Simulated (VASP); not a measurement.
Input of a VASP 6.6.1 run:

File INCAR:

```
SYSTEM = Cu3F
PREC     = Accurate       ! precision mode
ENCUT    = 600            ! plane-wave cutoff, eV
EDIFF    = 1E-6           ! SCF threshold, eV
ISMEAR   = 0              ! smearing method
SIGMA    = 0.05           ! smearing width, eV
LREAL    = .False.        ! projectors in reciprocal space
LASPH    = .True.         ! aspherical terms in the spheres
NELM     = 100            ! most SCF steps
ALGO     = Normal         ! electronic algorithm
ISIF     = 3              ! what is computed and relaxed
LWAVE    = .False.        ! write WAVECAR
LCHARG   = .False.        ! write CHGCAR
GGA      = PE             ! functional
IBRION   = 2              ! ionic algorithm
NSW      = 40             ! ionic steps
EDIFFG   = -0.02          ! ionic threshold
```

The input KPOINTS:

```
regular mesh
0
Gamma
  8 8 6
  0 0 0
```

The input POSCAR:

```
Cu3F
1.0
    3.8484972100      0.0000000000      0.0000000000
   -1.9242486000      3.3328963500      0.0000000000
    0.0000000000      0.0000000000      4.4060580800
Cu F
3 1
Direct
    0.3333333300      0.6666666700      0.0000000000
    0.0000000000      0.0000000000      0.0000000000
    0.6666666700      0.3333333300      0.0000000000
    0.0000000000      0.0000000000      0.5000000000
```

Potentials or basis: VASP PAW PBE potentials, release 64 (Cu, F).

Run with:

```sh
$ cat potpaw_PBE.64/Cu/POTCAR potpaw_PBE.64/F/POTCAR > POTCAR
$ mpirun -np 1 vasp_std > vasp.out
```

What does it give for the band gap on the k mesh?

None (metal or under the smearing width).

Predict the relaxed volume.

15.92 Å³/atom.

Estimate the relaxed cell.

a = 4.305 Å, b = 4.305 Å, c = 3.968 Å, α = 90.00°, β = 90.00°, γ = 120.00°.

Final structure:
```
Cu F
1.0
     4.30476    0.00000    0.00000
    -2.15238    3.72803    0.00000
     0.00000    0.00000    3.96828
Cu F
3 1
Direct
  0.33333 0.66667 0.00000
  0.00000 0.00000 0.00000
  0.66667 0.33333 0.00000
  0.00000 0.00000 0.50000
```

Caveat: the run has no spin polarisation, though such a crystal can be magnetic; semilocal functionals often make such compounds metallic where correlation or magnetic order opens a gap, which also shifts bond lengths. With open d or f shells a metallic result of PBE can be an artefact of self-interaction; +U or a hybrid may open a gap.
